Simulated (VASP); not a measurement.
# Ga11CuP12 (a cell with a defect) in VASP: further runs, part 3 of 3

VASP 6.6.1. The steps go on from the part before.

### 6 Single point, PBEsol+U, collinear spin, zero start

INCAR reads:

```
SYSTEM = Ga11CuP12
ALGO     = Normal         ! electronic algorithm
EDIFF    = 1E-5           ! SCF threshold, eV
ENCUT    = 350            ! plane-wave cutoff, eV
GGA      = PS             ! functional
ISIF     = 2              ! what is computed and relaxed
ISMEAR   = 0              ! smearing method
ISPIN    = 2              ! spin polarisation
ISYM     = 0            
KPAR     = 2            
LASPH    = .True.         ! aspherical terms in the spheres
LCHARG   = .False.        ! write CHGCAR
LDAU     = .True.         ! DFT+U
LDAUJ    = 0 0 0        
LDAUL    = 2 -1 -1        ! shell
LDAUPRINT= 1            
LDAUTYPE = 2            
LDAUU    = 5 0 0          ! U, eV
LMAXMIX  = 4              ! l up to which the mixer works
LORBIT   = 11             ! projections on sites
LREAL    = Auto         
LWAVE    = .False.        ! write WAVECAR
MAGMOM   = 0 0 0 0 0 0 0 0 0 0 0 0 0 0 0 0 0 0 0 0 0 0 0 0 ! initial moments
NBANDS   = 129            ! bands
NELM     = 120            ! most SCF steps
NUPDOWN  = 0              ! fixed moment
PREC     = Accurate       ! precision mode
SIGMA    = 0.03           ! smearing width, eV
```

KPOINTS reads:

```
k-points
0
Gamma
  2 2 2
  0 0 0
```

POSCAR reads:

```
Ga11CuP12                               
1.0
    0.0000000000      8.1757500000      8.1757500000
    5.4505000000      0.0000000000      5.4505000000
    5.4505000000      5.4505000000      0.0000000000
  Cu              Ga              P             
     1    11    12
Direct
     0.9985365811390715    0.0006550261406407    0.0013206874077931
     0.0019460405873064    0.0024892818739523    0.4975110340615031
     0.0006784374349500    0.4992132746260755    0.0019046915452284
     0.0003769875593564    0.4986322795254134    0.4990607266311593
     0.3293333867264717    0.0018280038390721    0.0028010201584559
     0.3287170009268871    0.0017708273296045    0.5027135693112896
     0.3285737942107487    0.5026755517955601    0.0018750149981345
     0.3304926501841765    0.4994170993003335    0.5021940036407014
     0.6672303057892268    0.9999638975439791    0.0039933331297154
     0.6669718586819339    0.9985379244245189    0.4990837732526233
     0.6661281126133142    0.4930532360810041    0.0053930188661806
     0.6655458647745089    0.4975455577425451    0.5028845617318241
     0.0800252334888398    0.1227182284377579    0.1212335519755435
     0.0801970593110119    0.1220725142984197    0.6366707376911324
     0.0798525762104771    0.6360411476313523    0.1225133259334056
     0.0811782447857478    0.6265311594531286    0.6260373720077936
     0.4160309705399513    0.1256830708753819    0.1259855785338191
     0.4162553802224979    0.1235348846970921    0.6262555315323117
     0.4152985559442884    0.6249084096783957    0.1261954648208143
     0.4156417301426909    0.6247618763503365    0.6254446565976109
     0.7578725160787786    0.1182159081225841    0.1242089552952163
     0.7507071085417029    0.1219662075871482    0.6270086048108165
     0.7496924434204338    0.6230567355713712    0.1270899393707215
     0.7495271606856353    0.6220698970743365    0.6282338466961916
```

Potentials or basis: VASP PAW PBE potentials, release 64 (Cu, Ga_d, P).

Run with:

```
cat potpaw_PBE.64/Cu/POTCAR potpaw_PBE.64/Ga_d/POTCAR potpaw_PBE.64/P/POTCAR > POTCAR
mpirun -np 4 vasp_std > vasp.out
```

OUTCAR:

```text
SYSTEM = Ga11CuP12
   EDIFF = 1E-5
   ENCUT = 350
   GGA = PS
   ISIF = 2
   ISMEAR = 0
   ISPIN = 2
   ISYM = 0
   LASPH = .True.
   LORBIT = 11
   LREAL = Auto
   NELM = 120
   NUPDOWN = 0
   PREC = Accurate

 ion  position               nearest neighbor table
   1  0.999  0.001  0.001-  21 2.27  13 2.29  15 2.29  14 2.30
   2  0.002  0.002  0.498-  16 2.37  14 2.37  13 2.37  22 2.37
   3  0.001  0.499  0.002-  16 2.37  15 2.37  23 2.37  13 2.37
   4  0.000  0.499  0.499-  16 2.37  24 2.37  15 2.37  14 2.37
   5  0.329  0.002  0.003-  13 2.35  18 2.37  19 2.37  17 2.37
   6  0.329  0.002  0.503-  14 2.35  18 2.37  17 2.37  20 2.37
[... 16 lines left out ...]
  23  0.750  0.623  0.127-  12 2.37   3 2.37   9 2.37  11 2.37
  24  0.750  0.622  0.628-  12 2.37   4 2.37  10 2.37  11 2.37

IMPORTANT INFORMATION: All symmetrisations will be switched off!
NOSYMM: (Re-)initialisation of all symmetry stuff for point group C_1.

----------------------------------------------------------------------------------------

                                     Primitive cell

  volume of cell :     485.7695

  direct lattice vectors                    reciprocal lattice vectors
     0.000000000  8.175750000  8.175750000    -0.061156469  0.061156469  0.061156469
     5.450500000  0.000000000  5.450500000     0.091734703 -0.091734703  0.091734703
     5.450500000  5.450500000  0.000000000     0.091734703  0.091734703 -0.091734703

  length of vectors
    11.562256533  7.708171022  7.708171022     0.105926111  0.158889167  0.158889167

  position of ions in fractional coordinates (direct lattice)
     0.998536581  0.000655026  0.001320687
     0.001946041  0.002489282  0.497511034
     0.000678437  0.499213275  0.001904692
     0.000376988  0.498632280  0.499060727
     0.329333387  0.001828004  0.002801020
     0.328717001  0.001770827  0.502713569
[... 16 lines left out ...]
     0.749692443  0.623056736  0.127089939
[... 187 lines left out ...]
      5     -10.1763      1.00000
      6     -10.1659      1.00000
[... 965 lines left out ...]
    118       8.1771      0.00000
    119       8.3942      0.00000
 Fermi energy:         4.3328704250

 spin component 2

 k-point     1 :       0.0000    0.0000    0.0000
  band No.  band energies     occupation
      1     -10.2051      1.00000
      2     -10.1878      1.00000
      3     -10.1794      1.00000
      4     -10.1792      1.00000
      5     -10.1763      1.00000
      6     -10.1659      1.00000
[... 965 lines left out ...]
    118       8.1771      0.00000
    119       8.3942      0.00000
 [bands above 119 left out]

------------------------ aborting loop because EDIFF is reached ----------------------------------------

  FORCE on cell =-STRESS in cart. coord.  units (eV):
  Direction    XX          YY          ZZ          XY          YZ          ZX
  --------------------------------------------------------------------------------------
  -------------------------------------------------------------------------------------
  Total       -4.9941757     -6.0764724     -5.9740018      0.1856234     -0.2264578      0.1390368
  in kB      -16.4719158    -20.0415740    -19.7036028      0.6122277     -0.7469087      0.4585748
  external PRESSURE =     -18.7390309 kB  Pullay stress =       0.0000000 kB

 VOLUME and BASIS-vectors are now :
 -----------------------------------------------------------------------------
  energy-cutoff  :      350.00
  volume of cell :      485.77
      direct lattice vectors                 reciprocal lattice vectors
     0.000000000  8.175750000  8.175750000    -0.061156469  0.061156469  0.061156469
     5.450500000  0.000000000  5.450500000     0.091734703 -0.091734703  0.091734703
     5.450500000  5.450500000  0.000000000     0.091734703  0.091734703 -0.091734703

 POSITION                                       TOTAL-FORCE (eV/Angst)
 -----------------------------------------------------------------------------------
      0.01077      8.17098      8.16736         0.003749     -0.049048     -0.040972
      2.72525      2.72759      0.02948         0.048611     -0.090076     -0.069813
      2.73134      0.01593      2.72651         0.044658     -0.037399     -0.087888
      5.43793      2.72321      2.72088         0.086315     -0.065459     -0.081918
      0.02523      2.70781      2.70251        -0.052784      0.008326      0.010488
      2.74969      5.42755      2.69716        -0.027629      0.018771      0.023498
[... 16 lines left out ...]
      4.08867      6.82200      9.52527        -0.004830     -0.005820      0.001823
      6.81478      9.55214      9.51854        -0.018444      0.009342      0.015757
 -----------------------------------------------------------------------------------
    total drift:                                0.002413      0.005169     -0.010462

  FREE ENERGIE OF THE ION-ELECTRON SYSTEM (eV)
  ---------------------------------------------------
  free  energy   TOTEN  =      -115.7309732120 eV

  energy  without entropy=     -115.7233118854  energy(sigma->0) =     -115.72714255

 total charge

# of ion       s       p       d       tot
------------------------------------------
    1        0.449   0.441   9.286  10.176
    2        0.866   0.840  10.004  11.711
    3        0.866   0.841  10.004  11.712
    4        0.866   0.839  10.004  11.709
    5        0.864   0.848  10.005  11.718
    6        0.862   0.852  10.007  11.721
[... 16 lines left out ...]
   23        1.015   1.506   0.000   2.521
   24        1.015   1.508   0.000   2.522
--------------------------------------------------
tot         22.192  27.622 119.358 169.172

 magnetization (x)

# of ion       s       p       d       tot
------------------------------------------
    1        0.000   0.000   0.000   0.000
    2       -0.000   0.000   0.000   0.000
    3       -0.000   0.000   0.000   0.000
    4       -0.000   0.000   0.000   0.000
    5        0.000  -0.000  -0.000  -0.000
    6       -0.000  -0.000  -0.000  -0.000
[... 16 lines left out ...]
   23       -0.000   0.000   0.000   0.000
   24       -0.000   0.000   0.000  -0.000
--------------------------------------------------
tot         -0.000  -0.000   0.000  -0.000
```

Run time: 9.4 min. Hardware: 4 MPI ranks of Intel Xeon Platinum 8488C (Sapphire Rapids), shared host; peak memory 0.46 GiB.

What came out:

```
Free energy                                           : -115.7310 eV
Pressure                                              : -1.9 GPa
Largest force                                         : 0.155 eV/Å
Net moment                                            : 0.00 μB per cell
Valence electrons inside the program's atomic spheres : Cu 10.18; Ga 11.71, 11.72; P 2.48, 2.49, 2.52, 2.51, 2.50
```

Forces on the atoms (eV/Å):
```
Cu   0.004 -0.049 -0.041
Ga   0.049 -0.090 -0.070
Ga   0.045 -0.037 -0.088
Ga   0.086 -0.065 -0.082
Ga  -0.053  0.008  0.010
Ga  -0.028  0.019  0.023
Ga  -0.008  0.034  0.002
Ga  -0.056  0.066  0.084
Ga  -0.021 -0.006 -0.002
Ga  -0.011 -0.048  0.032
Ga  -0.011  0.006 -0.001
Ga  -0.022  0.029  0.050
P   -0.057  0.017 -0.018
P   -0.009  0.154 -0.021
P   -0.009 -0.024  0.139
P   -0.025  0.034  0.020
P   -0.019 -0.013 -0.025
P    0.073 -0.015 -0.040
P    0.048 -0.026 -0.010
P    0.029 -0.048 -0.054
P    0.010  0.059  0.074
P    0.009 -0.006  0.002
P   -0.005 -0.006  0.002
P   -0.018  0.009  0.016
```

Eigenvalues of the final occupation matrices:
```csv
site,spin,trace,eigenvalues
site 1 d,1,4.66,0.92 0.92 0.94 0.94 0.94
site 1 d,2,4.66,0.92 0.92 0.94 0.94 0.94
```

Caveat: the k mesh is coarse (spacing up to 0.50 Å⁻¹), so the values aren't converged; the cutoff is under 1.25 times the usual one of these potentials, so pressure, stress and relaxed cells hold a basis-set (Pulay) error; the PAW data sets were made with another functional, which shifts forces and pressure a little; the total moment is fixed, so each spin has its own Fermi level; the U is typed as a test and isn't derived for this compound.

### 7 Overview

| task | spin | U | fixed moment (μB) | cell | k mesh | mesh quality | pressure (GPa) | moment (μB) | largest force (eV/Å) |
| --- | --- | --- | --- | --- | --- | --- | --- | --- | --- |
| relaxation of the atoms | collinear, ferromagnetic start | Cu d U = 5 eV | 2 | atoms relaxed from: atoms moved at random, drawn with an rms of 0.05 Å | 2 × 2 × 2 | coarse | -1.6 | 2.00 | 0.02 |
| single point | collinear, ferromagnetic start | Cu d U = 5 eV | - | as given | 2 × 2 × 2 | coarse | -1.8 | 0.37 | 0.13 |
| single point | collinear, ferromagnetic start | Cu d U = 7 eV | 2 | as given | 2 × 2 × 2 | coarse | -1.7 | 2.00 | 0.03 |
| single point | collinear, ferromagnetic start | Cu d U = 5 eV | 2 | as given | 2 × 3 × 3 | not flagged | -1.8 | 2.00 | 0.16 |
| single point | collinear, zero start | Cu d U = 5 eV | 0 | as given | 2 × 2 × 2 | coarse | -1.9 | 0.00 | 0.16 |

Alike in all rows: level PBEsol+U; potentials or basis VASP PAW PBE potentials, release 64 (Cu, Ga_d, P); cutoff (eV) 350; smearing gaussian 0.03 eV.

Caveats: some runs use coarse meshes; the cutoff is under 1.25 times the usual one of these potentials, so pressure, stress and relaxed cells hold a basis-set (Pulay) error; the PAW data sets were made with another functional, which shifts forces and pressure a little; the U is typed as a test and isn't derived for this compound; the total moment is fixed, so each spin has its own Fermi level (some runs).

Absolute energies hang on the potentials; compare differences alone.
